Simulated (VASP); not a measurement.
```
CELL_PARAMETERS angstrom
     -1.71324     1.71324     1.71324
      1.71324    -1.71324     1.71324
      1.71324     1.71324    -1.71324
ATOMIC_POSITIONS crystal
  Li 0.00000 0.00000 0.00000
```

Computed with PBEsol GGA, VASP's PBE PAW potentials (set 64) (plane waves; VASP). Settings: 520 eV cut-off, Gaussian smearing of 0.050 eV, potentials Li_sv.

Estimate the band gap (along the path) with the smallest direct gap where there is one.

```
Item                                                         Result
-------------------------  ----------------------------------------
band gap (along the path)  none (metal, semimetal or under 0.01 eV)
```

The absolute energy has meaning only against runs of the same code, potentials and settings.

The compound is Li in the bcc structure. It was relaxed first, which changed the volume by -5 %.
